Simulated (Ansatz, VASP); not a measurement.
# MoS2 in two plane-wave programs, part 2 of 2

Wanted: the spread between two codes on one cell, functional and k mesh. The cell is taken from a series of runs on this material, whose earlier steps may have relaxed, scaled, displaced or heated it; both programs get it as it stands.

VASP 6.6.1 and Ansatz 0.2.0.

So far: Set-up; VASP: G0W0 gap, PBE0 form with 75 % exact exchange with an exact-exchange share of 0.75.

**3. Ansatz: G0W0 gap, PBE0 form with 75 % exact exchange with an exact-exchange share of 0.75**

Level of this step: Ansatz beside VASP: G0W0 on Kohn-Sham DFT, plane waves, PBE0 form with 75 % exact exchange (Ansatz).

Ansatz runs on its default PAW (the set named soft_2) files.

The same cell, functional and mesh now go to Ansatz, which takes its cutoff from its data sets.

input.yaml

```yaml
crystal:
  lattice:
    - [3.169, 0.0, 0.0]
    - [-1.5845, 2.7444345046, 0.0]
    - [0.0, 0.0, 12.324]
  atoms:
    - { symbol: Mo, position: [0.3333333333, 0.6666666667, 0.25] }
    - { symbol: Mo, position: [0.6666666667, 0.3333333333, 0.75] }
    - { symbol: S, position: [0.3333333333, 0.6666666667, 0.623] }
    - { symbol: S, position: [0.6666666667, 0.3333333333, 0.123] }
    - { symbol: S, position: [0.3333333333, 0.6666666667, 0.877] }
    - { symbol: S, position: [0.6666666667, 0.3333333333, 0.377] }
kpoints:
  mp_grid: { grid: [6, 6, 2] }
hamiltonian:
  xc: { exchange: pbe, correlation: pbe, exx: { coeff: 0.75 } }
scf:
  occupations: { method: fixed }
gw:
  n_empty_bands: 447
  ecut_chi: 150.0
  qp_bands: [v2, c2]
  qp_kpoints: band_edges
  screening: { model: contour_deformation }
```

On the command line:

```bash
ansatz run input.yaml --threads 3 --pin off --max-ram 92160MiB --backend cuda --devices 1 --max-vram 13GiB --events-out ev --progress --plain --runs-dir out
```

Numbers of over 12 decimals in the logs are rounded to 6 here.

What it wrote:

```text
GPUs: using 1 of 1 available (devices: 1).
Engine: ansatz 0.2.0, x86_64-unknown-linux-gnu
Pseudopotentials: kind: paw
Pseudopotential: Mo, paw, valence charge 14, recommended cutoff 420 eV (normal), Mo.paw.azcp
Pseudopotential: S, paw, valence charge 6, recommended cutoff 420 eV (normal), S.paw.azcp
Functional definition: unnamed
  parameter a_1 = 0.75
  exchange = (1 - a_1)*pbe_x + a_1*exact_x
  correlation = pbe_c
davidson cushion auto → on  (no smearing: the cushion is to keep the highest requested band from converging to the state above it; pin scf.eigensolver.cushion to override)
device memory: the entry about to start is reckoned to put 1.1 GiB on a device that reports 38.8 GiB free (of which the cap on the GPU budget leaves the run 13.0 GiB)
GPU FFT provider: cuFFT
GPU libraries: cuBLAS 13.8.2, cuFFT 12.4.0, cuSOLVER 12.3.4
Crystal: 6 atoms, lattice volume = 107.183 Å³
Basis set: ecut = 420 eV, 2081 PW (Γ)
Bands: 32, of which v1, the nominal top of the filled ones, is band 26 counted from 1 (25 counted from 0)
Symmetry: 24 space group operations
Space group: P63/mmc (ITA 194), of the structure as read, at distance tolerance 4.8e-5 Å
k-points: 14 of 72
Non-local potential: Mo, projectors of the file, l = 0: 3, l = 1: 2, l = 2: 2, l = 3: 1
Non-local potential: S, projectors of the file, l = 0: 2, l = 1: 2, l = 2: 2
PAW form: soft (Blöchl's): semilocal exchange-correlation on the pseudo side does not see the compensation charge
PAW frozen core: Mo, regenerated for the run's functional, and the local potential with it (the file was generated under x = pbe(κ = 0.804, μ = 0.219515), c = pbe(β = 0.066725))
PAW frozen core: S, regenerated for the run's functional, and the local potential with it (the file was generated under x = pbe(κ = 0.804, μ = 0.219515), c = pbe(β = 0.066725))
PAW one-centre angular grid: Mo, 590 points (default); XC on 64 Gauss nodes
PAW one-centre angular grid: S, 110 points (default); XC on 64 Gauss nodes
Initial density: superposition of atomic densities (neutral atoms: chi_scale 0, normalization atom), corrected by the library's trained network
Initial wavefunctions: pseudopotential atomic-orbital guess
GPU buffer pool allocated for 51840 grid points (all kernels)
GPU transforms: local potential and band sums: pruned to the plane-wave sphere, on 24×24×90
Functional: x = pbe(κ = 0.804, μ = 0.219515), c = pbe(β = 0.066725), warm-up for x = 0.25 pbe(κ = 0.804, μ = 0.219515) + 0.75 exact, c = pbe(β = 0.066725)
SCF iter   1: F=—  HF=-13525.516942 eV  |F-HF|=—  |Δ(HF+E_count)|=         —  Δρ=6.01e-3  dr2=1.35e-2  ethr=1.77e-3  ⟨swp⟩=5.7  Hψ=1935  notcnv=0
preconditioner: auto → none  [insulator: Δε(μ)=0.881 eV  Ē_g=7.767 eV  n_scr=26 (ndim 8)  ℏωp=21.5 eV  f_vac=0.016]
SCF iter   2: F=—  HF=-13525.527785 eV  |F-HF|=—  |Δ(HF+E_count)|=   1.08e-2  Δρ=3.68e-3  dr2=2.04e-2  ethr=2.59e-5  ⟨swp⟩=4.1  Hψ=1433  notcnv=0
SCF iter   3: F=—  HF=-13525.530350 eV  |F-HF|=—  |Δ(HF+E_count)|=   2.57e-3  Δρ=3.29e-3  dr2=2.41e-2  ethr=2.59e-5  ⟨swp⟩=3.9  Hψ=1224  notcnv=0
iter 4 solved again at ethr=9.25e-7 eV; its pass at ethr=2.59e-5 eV (dr2=4.81e-4 eV) is discarded
SCF iter   4: F=—  HF=-13525.528231 eV  |F-HF|=—  |Δ(HF+E_count)|=   2.12e-3  Δρ=1.35e-3  dr2=4.71e-4  ethr=9.25e-7  ⟨swp⟩=3.0  Hψ=2151  notcnv=0
SCF iter   5: F=-13525.529161 eV  HF=-13525.529163 eV  |F-HF|=2.50e-6  |Δ(HF+E_count)|=   9.32e-4  Δρ=7.95e-5  dr2=8.27e-6  ethr=9.06e-7  ⟨swp⟩=3.1  Hψ=1275  notcnv=0  defer=1
SCF 1 stopped early in 5 iterations: F = -13525.529161 eV  dr2 = 8.27e-6
  greatest PAW one-centre occupation: 0.998 electrons in one spin orbital (limit 2), on the Mo atom at site 1 (counted from 0), in its partial waves of l = 0
device memory: the entry about to start is reckoned to put 1.4 GiB (of the 1.5 GiB reckoned in all, the device holds 0.1 GiB already) on a device that reports 47.8 GiB free (of which the cap on the GPU budget leaves the run 12.9 GiB)
GPU FFT provider: cuFFT
GPU libraries: cuBLAS 13.8.2, cuFFT 12.4.0, cuSOLVER 12.3.4
Initial density: handed on by an earlier stage of this run
Initial wavefunctions: those handed on with the density
GPU buffer pool allocated for 51840 grid points (all kernels)
GPU transforms: local potential and band sums: pruned to the plane-wave sphere, on 24×24×90
Functional: x = 0.25 pbe(κ = 0.804, μ = 0.219515) + 0.75 exact, c = pbe(β = 0.066725)
Exchange kernel: α = 0.7500, full range, Wigner–Seitz truncation, v(0) = 13288.1006 eV·Å³, q-mesh 6×6×2, nearest image of the exchange supercell L = 19.01 Å, pair-density grid 15×15×60, without the augmentation charges, whose exchange is taken in its separable form by FFT convolution over the k-point mesh (sized by the pseudopotential files, 20×20×90 at the most), smooth part of the exact exchange by density-matrix convolution in up to 3.02 GiB of GPU memory as planned if the GPU has room (build and FFT work areas not counted)
[...]
iter 4 solved again at ethr=1.63e-11 eV; its pass at ethr=6.49e-10 eV (dr2=8.49e-9 eV) is discarded
SCF iter   4: F=-13544.453324 eV  HF=-13544.453324 eV  |F-HF|=8.06e-9  |Δ(HF+E_count)|=   8.16e-8  Δρ=3.53e-6  dr2=1.56e-8  ethr=1.63e-11  ⟨swp⟩=2.9  Hψ=2192  notcnv=0
SCF 4 converged in 4 iterations: F = -13544.453324 eV  dr2 = 1.56e-8
[...]
Exchange-term sweep: 11 of 14 (spin, k) points
Exchange-term sweep: 12 of 14 (spin, k) points
Exchange-term sweep: 13 of 14 (spin, k) points
Exchange-term sweep: 14 of 14 (spin, k) points
G₀W₀ screening: q 1/14
[... further progress lines ...]
hybrid SCF converged: 3 outer / 20 inner (+5 warm-up), last move |dexx| = 3.93e-6 eV, tail = 1.39e-7 eV
Stability not checked: this state was not tested for a lower state beside it, because the functional holds exact exchange (a hybrid, or Hartree-Fock), whose exchange loop this test does not read (fock_operator; see scf.lower_state_search)
Free energy (F): -13544.453325 eV
Frozen-core exchange: fock
Harris-Foulkes:  -13544.453325 eV  (|F-HF|=8.06e-9)
Internal energy: -13544.453325 eV  (E = F + TS)
E sigma→0 (E₀):  -13544.453325 eV
Fermi energy:    8.546997 eV
--- Per-component energies (eV) ---
  E_band       = -650.022504
  E_kinetic    = 1298.614343
  E_local      = -3867.400248  (includes V_loc(G=0)·N_el)
  E_nonlocal   = 384.932411
  E_hartree    = 1476.112444
  E_xc         = -238.711101
  E_vxc        = -258.403297  (∫ρ·V_xc dr)
  E_exx        = -449.913951  (= α·E_x^exact, valence–valence)
  E_paw        = -8883.322188  (= ΣΔE_a)
  E_vpaw       = -260.165220  (= ΣTr[D̂ρ^β])
  E_aug_tail   = 0.000084  (compensation charges beyond the density's cutoff)
  E_ewald      = -3261.216446
  E_core_change = -3.548671  (= ΣΔE_core)
  E_smearing   = -0.000000  (= −TS)
  E_closure    = -0.000000  (closes the sum)
  Σ components = -13544.453325   (vs F -13544.453325, Δ=0.00e0)
--- Band table (eV; the first three rows and the last of 14) ---
  k-point 0: bands = [... 22 lower, 5.9303, 6.6202, 7.0306, 8.5470, 15.2621, 15.2621, 15.3017]
  k-point 1: bands = [... 22 lower, 5.8943, 5.8943, 8.1404, 8.1404, 15.2562, 15.2562, 15.2562]
  k-point 2: bands = [... 22 lower, 5.7064, 6.6913, 6.9439, 7.5757, 14.3171, 14.7562, 14.9667]
  k-point 13: bands = [... 22 lower, 4.4256, 4.4256, 8.1271, 8.1271, 13.1060, 13.1060, 15.5652]
  guard bands above this table: 3 of the run's 32 bands. The solve was not asked for them (output.publish_guard_bands: true or output.eigenvalues: true publishes all)
--- G₀W₀: contour deformation, 6 samples at zero and on the imaginary axis and 1 off it, 72 q-points, 447 empty bands' worth ---
  eigenvalues of the whole cell's RPA ε∞ on this k-mesh (on a slab, of 1 + 4πα/V) = 3.4802, 6.4276, 6.4276; static W/v taken at q = 0 is 0.166524
  bands read: the sum over 473 bands ends inside a degenerate multiplet in 7 slots, whose members it reads at an even weight; the widest, k=1: bands 473 to 474 (counted from 1) at 1/2 each
  gw.qp_kpoints: band_edges: 11 of 14 stored k-points solved, in 1 pass; an edge of the gap read off the rows below is read off those points alone
    valence top: of the k-points left out ik 6 came nearest to being solved in a further pass, in band 26 (counted from 1, as in the quasiparticle table): it holds the edge there only if its correction is more favourable than any solved in that band by at least 1.445 eV; those differ by 0.568 eV
    conduction bottom: of the k-points left out ik 5 came nearest to being solved in a further pass, in band 27 (counted from 1, as in the quasiparticle table): it holds the edge there only if its correction is more favourable than any solved in that band by at least 0.788 eV; those differ by 0.537 eV
    ik  band        ε_KS         Σx   Σc(E_QP)       V_xc       Z   E_QP_lin       E_QP  E_QP is
     0    25      7.0306   -18.9124     0.8602   -19.7411  0.8329     8.7072     8.7194  root
     0    26      8.5470   -19.9369     0.5939   -20.7959  0.8369     9.9927     9.9998  root
     0    27     15.2621   -13.1695    -3.9513   -15.6452  0.8358    13.7974    13.7865  root
     0    28     15.2621   -13.1695    -3.9513   -15.6452  0.8358    13.7974    13.7865  root
     1    25      8.1404   -19.6352     0.7409   -20.4337  0.8371     9.6711     9.6797  root
     1    26      8.1404   -19.6352     0.7409   -20.4337  0.8371     9.6711     9.6797  root
     1    27     15.2562   -13.1464    -3.9227   -15.6012  0.8354    13.7991    13.7883  root
     1    28     15.2562   -13.1464    -3.9227   -15.6012  0.8354    13.7991    13.7883  root
     2    25      6.9439   -19.2701     0.8970   -20.0894  0.8318     8.6473     8.6601  root
     2    26      7.5757   -19.5741     0.7804   -20.3897  0.8348     9.1617     9.1717  root
     2    27     14.3171   -12.8231    -3.6798   -15.1475  0.8372    12.9706    12.9618  root
     2    28     14.7562   -13.4877    -3.7269   -15.8355  0.8325    13.3868    13.3771  root
     3    25      7.4416   -19.5288     0.8639   -20.3052  0.8349     9.0711     9.0819  root
     3    26      7.4416   -19.5288     0.8639   -20.3052  0.8349     9.0711     9.0819  root
     3    27     14.5972   -13.1089    -3.7502   -15.4690  0.8352    13.2167    13.2070  root
     3    28     14.5972   -13.1089    -3.7502   -15.4690  0.8352    13.2167    13.2070  root
     4    25      6.2013   -18.5860     0.9667   -19.4092  0.8319     7.9760     7.9911  root
     4    26      6.4669   -18.9224     0.9455   -19.7546  0.8322     8.2303     8.2447  root
     4    27     14.0931   -13.4218    -3.7429   -15.8187  0.8344    12.7560    12.7471  root
     4    28     14.3341   -14.5523    -3.9356   -17.0624  0.8285    12.9190    12.9086  root
     8    25      6.6241   -19.5640     0.8966   -20.4109  0.8297     8.3540     8.3677  root
     8    26      6.6284   -19.5216     0.8999   -20.3472  0.8308     8.3407     8.3540  root
     8    27     13.4506   -12.5891    -3.5262   -14.8936  0.8419    12.2353    12.2289  root
     8    28     14.5057   -13.7087    -3.8696   -16.1616  0.8317    13.0992    13.0890  root
[...]
12    25      8.0280   -18.4893     0.1593   -19.5695  0.8392     9.2628     9.2675  root
    12    26      8.2399   -18.8546     0.1257   -19.9388  0.8388     9.4455     9.4498  root
    12    27     13.1047   -15.7890    -3.2966   -18.1474  0.8337    12.1700    12.1666  root
    12    28     13.1047   -15.7890    -3.2966   -18.1474  0.8337    12.1700    12.1666  root
    13    25      8.1271   -18.6506     0.1418   -19.7332  0.8391     9.3470     9.3515  root
    13    26      8.1271   -18.6506     0.1418   -19.7332  0.8391     9.3470     9.3515  root
    13    27     13.1060   -15.7852    -3.2965   -18.1436  0.8337    12.1712    12.1678  root
    13    28     13.1060   -15.7852    -3.2965   -18.1436  0.8337    12.1712    12.1678  root
```

**4. Comparison**

Known differences besides the potentials themselves: exact exchange at q = 0 is treated differently, which shows on coarse meshes; VASP keeps PBE cores, Ansatz makes them for the functional; fixed occupations in Ansatz, narrow Gaussian smearing in VASP; the cutoff is 420 eV in Ansatz and 370 eV in VASP; Ansatz integrates over frequency by contour deformation, VASP on a grid of NOMEGA points; Ansatz's G0W0 levels solve the quasiparticle equation, VASP's are linearised. Total energies have different zeros and are not compared.

Both answers:

```
                   quantity  Ansatz  VASP  difference
  G0W0 gap on the mesh (eV)    2.17  2.27       -0.10
Kohn-Sham gap under it (eV)    4.56  4.64       -0.08
```

**5. Outcome**

```yaml
difference_in_g0w0_gap_on_the_mesh_g0w0_gap_pbe0_form_with_75_exact_exchange_with_an_exact_exchange_share_of_0p75: -0.10 eV
```

**Reading.** The difference in G0W0 gap on the mesh is -0.10 eV (G0W0 gap, PBE0 form with 75 % exact exchange with an exact-exchange share of 0.75). How closely two codes agree says nothing of how well the functional describes the real material.

[Lines on the potential files, build, host, timing and source positions are cut from VASP's logs without a mark.]

[Logs are printed without paths, hosts, clocks, repeated set-up lines and the standing remarks that a program may print on its own settings, such as how far it seeks lower states.]

[Hosts, paths, dates, database ids (printed as entryN), source tags and the programs' standing remarks are cut or masked in the printed files.]
